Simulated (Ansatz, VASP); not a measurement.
**SiC (Moissanite): VASP beside Ansatz**

Wanted: the spread between two codes on one cell, functional and k mesh. The cell is taken from a series of runs on this material, whose earlier steps may have relaxed, scaled, displaced or heated it; both programs get it as it stands.

Calculated with Ansatz 0.2.0; plane waves, with VASP 6.6.1 beside it; single point at LDA, spin-orbit coupling and single point at PBE, spin-orbit coupling.

## 1. Set-up

The structure is hexagonal, space group P6_3mc (No. 186). The conventional cell has a = 3.081 Å, b = 3.081 Å, c = 15.125 Å, α = 90.00°, β = 90.00°, γ = 120.00°. Nearest to Si lie 4 C at 1.88 to 1.90 Å. Si has 4 C at 1.89 Å nearest. Nearest to Si lie 4 C at 1.89 Å. Nearest to C lie 4 Si at 1.88 to 1.89 Å. C has 4 Si at 1.89 Å nearest. Nearest to C lie 4 Si at 1.89 to 1.90 Å. Farther neighbours are not listed.

Coordinates:

```
Si C
1.0
     3.08100    0.00000    0.00000
    -1.54050    2.66822    0.00000
     0.00000    0.00000   15.12480
Si C
6 6
Cartesian
  0.0000 0.0000 0.0000
  0.0000 0.0000 7.5624
  0.0000 1.7788 2.5168
  1.5405 0.8894 10.0792
  1.5405 0.8894 5.0350
  0.0000 1.7788 12.5974
  0.0000 1.7788 0.6231
  1.5405 0.8894 8.1855
  1.5405 0.8894 3.1460
  0.0000 1.7788 10.7084
  0.0000 0.0000 5.6658
  0.0000 0.0000 13.2282
```

## 2. VASP: single point, LDA, spin-orbit coupling

With cell and atoms fixed, the geometry can't cause a difference; cores, projectors, grids and the points listed under the comparison can.

Lines of VASP's logs that name or quote its potential files are left out, and so is its time.

INCAR reads:

```
SYSTEM = SiC
PREC = Accurate
ENCUT = 520
EDIFF = 1E-06
NELM = 200
ISMEAR = -1
SIGMA = 0.02
LREAL = .FALSE.
ALGO = Normal
GGA = PW92
LNONCOLLINEAR = .TRUE.
MAGMOM = 0 0 0 0 0 0 0 0 0 0 0 0 0 0 0 0 0 0 0 0 0 0 0 0 0 0 0 0 0 0 0 0 0 0 0 0
NBANDS = 72
GGA_COMPAT = .FALSE.
LASPH = .TRUE.
LSORBIT = .TRUE.
LORBIT = 11
LWAVE = .FALSE.
LCHARG = .FALSE.
ISIF = 2
EFERMI = MIDGAP
KPAR = 2
```

POSCAR reads:

```
SiC
1.0
    3.0810000000      0.0000000000      0.0000000000
   -1.5405000000      2.6682242691      0.0000000000
    0.0000000000      0.0000000000     15.1248000000
Si C
6 6
Direct
    0.0000000000      0.0000000000      0.0000000000
    0.0000000000      0.0000000000      0.5000000000
    0.3333333333      0.6666666667      0.1664000000
    0.6666666667      0.3333333333      0.6664000000
    0.6666666667      0.3333333333      0.3329000000
    0.3333333333      0.6666666667      0.8329000000
    0.3333333333      0.6666666667      0.0412000000
    0.6666666667      0.3333333333      0.5412000000
    0.6666666667      0.3333333333      0.2080000000
    0.3333333333      0.6666666667      0.7080000000
    0.0000000000      0.0000000000      0.3746000000
    0.0000000000      0.0000000000      0.8746000000
```

KPOINTS reads:

```
Automatic mesh
0
Gamma
12 12 2
0 0 0
```

Potentials, in the order of the species: Si and C (LDA family, release 64).

Run with:

```
> mpirun -np 2 vasp_ncl
```

Numbers of over 12 decimals in the logs are rounded to 6 here.

What it wrote:

```text
[banner, memory and clock lines left out]
running    2 mpi-ranks, on    1 nodes
 distrk:  each k-point on    1 cores,    2 groups
 distr:  one band on    1 cores,    1 groups

 POSCAR found type information on POSCAR SiC
 POSCAR found :  2 types and      12 ions
|                                                                             |
|               ----> ADVICE to this user running VASP <----                  |
|                                                                             |
|     You enforced a specific xc type in the INCAR file but a different       |
|     [... a line on the potential file left out ...]
|     I HOPE YOU KNOW WHAT YOU ARE DOING!                                     |
|                                                                             |

 LDA part: xc-table for (Slater(with rela. corr.)+PW92), standard interpolation
 POSCAR, INCAR and KPOINTS ok, starting setup
 FFT: planning ... GRIDC
 FFT: planning ... GRID_SOFT
 FFT: planning ... GRID
 WAVECAR not read
 entering main loop
       N       E                     dE             d eps       ncg     rms          rms(c)
DAV:   1     0.121395723523E+03    0.12140E+03   -0.21673E+04  5472   0.120E+03
DAV:   2    -0.981733667066E+02   -0.21957E+03   -0.20606E+03  6872   0.217E+02
DAV:   3    -0.111867317465E+03   -0.13694E+02   -0.13581E+02  7072   0.507E+01
DAV:   4    -0.112111336585E+03   -0.24402E+00   -0.24331E+00  6944   0.772E+00
DAV:   5    -0.112117103143E+03   -0.57666E-02   -0.57594E-02  6888   0.113E+00    0.222E+01
DAV:   6    -0.100363109417E+03    0.11754E+02   -0.35336E+01  6544   0.218E+01    0.101E+01
DAV:   7    -0.100016874372E+03    0.34624E+00   -0.33898E+00  7184   0.703E+00    0.404E+00
DAV:   8    -0.999132687465E+02    0.10361E+00   -0.22294E-01  6480   0.186E+00    0.145E+00
DAV:   9    -0.998944788372E+02    0.18790E-01   -0.33038E-02  6536   0.801E-01    0.196E-01
DAV:  10    -0.998946334466E+02   -0.15461E-03   -0.16846E-03  6656   0.189E-01    0.143E-01
DAV:  11    -0.998946631689E+02   -0.29722E-04   -0.75573E-05  6776   0.417E-02    0.554E-02
DAV:  12    -0.998946588485E+02    0.43203E-05   -0.17289E-05  6512   0.257E-02    0.135E-02
DAV:  13    -0.998946568823E+02    0.19663E-05   -0.67319E-06  6472   0.109E-02    0.745E-03
DAV:  14    -0.998946566642E+02    0.21801E-06   -0.77168E-07  3952   0.406E-03
   1 F= -.99894657E+02 E0= -.99894657E+02  d E =-.109012E-22  mag=    -0.0000    -0.0000    -0.0000
```

Parts of OUTCAR (step 2):

```text
ion  position               nearest neighbor table
   1  0.000  0.000  0.000-   7 1.88   7 1.88   7 1.88  12 1.90   3 3.08   3 3.08   3 3.08   6 3.09
                             6 3.09   6 3.09
   2  0.000  0.000  0.500-   8 1.88   8 1.88   8 1.88  11 1.90   4 3.08   4 3.08   4 3.08   5 3.09
                             5 3.09   5 3.09
   3  0.333  0.667  0.166-   9 1.89   9 1.89   9 1.89   7 1.89   1 3.08   1 3.08   1 3.08   5 3.08
                             5 3.08   5 3.08
   4  0.667  0.333  0.666-  10 1.89  10 1.89  10 1.89   8 1.89   2 3.08   2 3.08   2 3.08   6 3.08
                             6 3.08   6 3.08
   5  0.667  0.333  0.333-  11 1.89  11 1.89  11 1.89   9 1.89   3 3.08   3 3.08   3 3.08   2 3.09
                             2 3.09   2 3.09
   6  0.333  0.667  0.833-  12 1.89  12 1.89  12 1.89  10 1.89   4 3.08   4 3.08   4 3.08   1 3.09
                             1 3.09   1 3.09
   7  0.333  0.667  0.041-   1 1.88   1 1.88   1 1.88   3 1.89
   8  0.667  0.333  0.541-   2 1.88   2 1.88   2 1.88   4 1.89
   9  0.667  0.333  0.208-   3 1.89   3 1.89   3 1.89   5 1.89
  10  0.333  0.667  0.708-   4 1.89   4 1.89   4 1.89   6 1.89
  11  0.000  0.000  0.375-   5 1.89   5 1.89   5 1.89   2 1.90
  12  0.000  0.000  0.875-   6 1.89   6 1.89   6 1.89   1 1.90

  LATTYP: Found a hexagonal cell.
 ALAT       =     3.0810000000
 C/A-ratio  =     4.9090555015

 Subroutine GETGRP returns: Found 12 space group operations
 (whereof  6 operations were pure point group operations)

The static configuration has the point symmetry C_3v.
 The point group associated with its full space group is C_6v.

 Found     38 irreducible k-points:

   k-points           NKPTS =     38   k-points in BZ     NKDIM =     38   number of bands    NBANDS=     72

   dimension x,y,z NGX =    24 NGY =   24 NGZ =  112
   dimension x,y,z NGXF=    48 NGYF=   48 NGZF=  224

   ENCUT  =  520.0 eV  38.22 Ry    6.18 a.u.   5.73  5.73 28.12*2*pi/ulx,y,z

   NELECT =      48.0000    total number of electrons

 k-points in reciprocal lattice and weights: Automatic mesh
   0.00000000  0.00000000  0.00000000       0.003
   0.08333333  0.00000000  0.00000000       0.021
   0.16666667 -0.00000000  0.00000000       0.021
   0.25000000  0.00000000  0.00000000       0.021
   0.33333333 -0.00000000  0.00000000       0.021
   0.41666667 -0.00000000  0.00000000       0.021
   0.50000000  0.00000000  0.00000000       0.010
   0.08333333  0.08333333  0.00000000       0.021
   0.16666667  0.08333333  0.00000000       0.042
[...]
0.33333333  0.25000000  0.50000000       0.042
   0.33333333  0.33333333  0.50000000       0.007

 average (electrostatic) potential at core
       1 -82.0057       2 -82.0057       3 -81.9733       4 -81.9733       5 -81.9234
       6 -81.9234       7 -49.1144       8 -49.1144       9 -49.0536      10 -49.0536
      11 -49.0051      12 -49.0051

 E-fermi :   9.0761

 k-point     1 :       0.0000    0.0000    0.0000
  band No.  band energies     occupation
    ...
     44       8.0539      1.00000
     45       8.0883      1.00000
     46       8.0883      1.00000
     47       8.0964      1.00000
     48       8.0964      1.00000
     49      13.2215      0.00000
     50      13.2215      0.00000
     51      13.3912      0.00000
     52      13.3912      0.00000
     53      13.7919      0.00000
    ...

 k-point     2 :       0.0833    0.0000    0.0000
  band No.  band energies     occupation
    ...
     44       7.6940      1.00000
     45       7.9763      1.00000
     46       7.9795      1.00000
     47       8.0431      1.00000
     48       8.0433      1.00000
     49      13.5098      0.00000
     50      13.5104      0.00000
     51      13.7036      0.00000
     52      13.7043      0.00000
     53      13.9307      0.00000
    ...

 k-point     3 :       0.1667   -0.0000    0.0000
  band No.  band energies     occupation
    ...
     44       7.3871      1.00000
     45       7.7487      1.00000
     46       7.7528      1.00000
     47       7.8532      1.00000
     48       7.8533      1.00000
     49      12.7252      0.00000
     50      12.7279      0.00000
     51      13.1063      0.00000
     52      13.1086      0.00000
     53      13.1888      0.00000
    ...

  Total       -3.5472961     -3.5472961     -3.7589784      0.0000000     -0.0000000      0.0000000
  in kB      -45.7092770    -45.7092770    -48.4369446      0.0000000     -0.0000000      0.0000000
  external PRESSURE =     -46.6184996 kB  Pullay stress =       0.0000000 kB

  energy-cutoff  :      520.00
  volume of cell :      124.34
      direct lattice vectors                 reciprocal lattice vectors
     3.081000000  0.000000000  0.000000000     0.324569945  0.187390545  0.000000000
    -1.540500000  2.668224269  0.000000000     0.000000000  0.374781090  0.000000000
     0.000000000  0.000000000 15.124800000     0.000000000  0.000000000  0.066116577

 POSITION                                       TOTAL-FORCE (eV/Angst)
 -----------------------------------------------------------------------------------
      0.00000      0.00000      0.00000         0.000000     -0.000000     -0.153486
      0.00000      0.00000      7.56240         0.000000     -0.000000     -0.153486
     -0.00000      1.77882      2.51677        -0.000000      0.000000      0.000326
      1.54050      0.88941     10.07917         0.000000     -0.000000      0.000326
      1.54050      0.88941      5.03505        -0.000000     -0.000000      0.097179
     -0.00000      1.77882     12.59745        -0.000000      0.000000      0.097179
     -0.00000      1.77882      0.62314         0.000000     -0.000000      0.172861
      1.54050      0.88941      8.18554         0.000000     -0.000000      0.172861
      1.54050      0.88941      3.14596         0.000000      0.000000     -0.040453
     -0.00000      1.77882     10.70836        -0.000000     -0.000000     -0.040453
      0.00000      0.00000      5.66575         0.000000      0.000000     -0.076428
      0.00000      0.00000     13.22815         0.000000     -0.000000     -0.076428
 -----------------------------------------------------------------------------------
    total drift:                               -0.000000     -0.000000      0.000150

  FREE ENERGIE OF THE ION-ELECTRON SYSTEM (eV)
  ---------------------------------------------------
  free  energy   TOTEN  =       -99.8946566642 eV

  energy  without entropy=      -99.8946566642  energy(sigma->0) =      -99.89465666

 Spin-Orbit-Coupling matrix elements
 Ion:    1  E_soc:     -0.0002903
 Ion:    2  E_soc:     -0.0002903
 Ion:    3  E_soc:     -0.0002902
 Ion:    4  E_soc:     -0.0002902
 Ion:    5  E_soc:     -0.0002902
 Ion:    6  E_soc:     -0.0002902
 Ion:    7  E_soc:     -0.0000183
 Ion:    8  E_soc:     -0.0000183
 Ion:    9  E_soc:     -0.0000184
 Ion:   10  E_soc:     -0.0000184
 Ion:   11  E_soc:     -0.0000181
 Ion:   12  E_soc:     -0.0000181

 total charge
# of ion       s       p       d       tot
------------------------------------------
    1        0.713   0.981   0.000   1.694
    2        0.713   0.981   0.000   1.694
    3        0.713   0.980   0.000   1.693
    4        0.713   0.980   0.000   1.693
    5        0.713   0.978   0.000   1.691
    6        0.713   0.978   0.000   1.691
    7        0.828   1.710   0.000   2.539
    8        0.828   1.710   0.000   2.539
    9        0.828   1.710   0.000   2.538
   10        0.828   1.710   0.000   2.538
   11        0.828   1.708   0.000   2.536
   12        0.828   1.708   0.000   2.536
--------------------------------------------------
tot          9.247  16.135   0.000  25.382

 magnetization (x)
# of ion       s       p       d       tot
------------------------------------------
    1        0.000   0.000   0.000   0.000
    2        0.000  -0.000   0.000  -0.000
    3        0.000   0.000   0.000   0.000
    4        0.000   0.000   0.000   0.000
    5        0.000   0.000   0.000   0.000
    6       -0.000   0.000   0.000   0.000
    7       -0.000   0.000   0.000   0.000
    8        0.000  -0.000   0.000  -0.000
    9        0.000   0.000   0.000   0.000
   10        0.000  -0.000   0.000  -0.000
   11        0.000   0.000   0.000   0.000
   12        0.000   0.000   0.000   0.000
--------------------------------------------------
tot          0.000   0.000   0.000   0.000

 magnetization (y)
# of ion       s       p       d       tot
------------------------------------------
    1        0.000   0.000   0.000   0.000
    2       -0.000   0.000   0.000  -0.000
    3       -0.000  -0.000   0.000  -0.000
    4        0.000   0.000   0.000   0.000
    5        0.000   0.000   0.000   0.000
    6        0.000   0.000   0.000   0.000
    7        0.000   0.000   0.000   0.000
    8       -0.000   0.000   0.000  -0.000
    9        0.000   0.000   0.000   0.000
   10        0.000   0.000   0.000   0.000
   11        0.000   0.000   0.000   0.000
   12        0.000   0.000   0.000   0.000
--------------------------------------------------
tot         -0.000  -0.000   0.000  -0.000

 magnetization (z)
# of ion       s       p       d       tot
------------------------------------------
    1       -0.000   0.000   0.000   0.000
    2        0.000   0.000   0.000   0.000
    3        0.000  -0.000   0.000  -0.000
    4        0.000  -0.000   0.000  -0.000
    5        0.000   0.000   0.000   0.000
    6        0.000   0.000   0.000   0.000
    7       -0.000   0.000   0.000   0.000
    8        0.000   0.000   0.000   0.000
    9       -0.000   0.000   0.000   0.000
   10       -0.000   0.000   0.000   0.000
   11        0.000   0.000   0.000   0.000
   12        0.000  -0.000   0.000   0.000
--------------------------------------------------
tot          0.000   0.000   0.000   0.000

[... 3 further parts left out ...]
```

The run ends at a pressure of -4.66 GPa, with forces up to 0.17 eV/Å.

(Part 1 of 2 ends here.)

[Lines on the potential files, build, host, timing and source positions are cut from VASP's logs without a mark.]

[Logs are printed without paths, hosts, clocks, repeated set-up lines and the standing remarks that a program may print on its own settings, such as how far it seeks lower states.]

[Hosts, paths, dates, database ids (printed as entryN), source tags and the programs' standing remarks are cut or masked in the printed files.]
